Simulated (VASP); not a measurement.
```xyz
5
Lattice="3.8191 0.0000 0.0000 0.0000 3.8191 0.0000 0.0000 0.0000 3.8191" Properties=species:S:1:pos:R:3 pbc="T T T"
Sr     0.0000     0.0000     0.0000
V      1.9096     1.9096     1.9096
O      1.9096     0.0000     1.9096
O      0.0000     1.9096     1.9096
O      1.9096     1.9096     0.0000
```

Calculation: AM05 GGA, VASP's PBE PAW potentials (set 64) (plane waves; VASP). Settings: 520 eV cut-off, 9×9×9 Γ-centred mesh, tetrahedra with Blöchl corrections, potentials Sr_sv V_sv O.

The cores are frozen, which limits the accuracy of field gradients.

**Question.** Give the principal components of the electric field gradient (V/Å²) and the asymmetry η at each nucleus.

**Answer.** 
```tsv
atom	Vxx	Vyy	Vzz	η
Sr1	0.0	0.0	0.0	-
V2	0.0	0.0	0.0	-
O3	-14.2	-14.2	28.4	0.00
O4	-14.2	-14.2	28.4	0.00
O5	-14.2	-14.2	28.4	0.00
```

The compound is SrVO3 in the cubic perovskite structure. It was relaxed first. The run is not spin-polarised, so no magnetic state was tried.
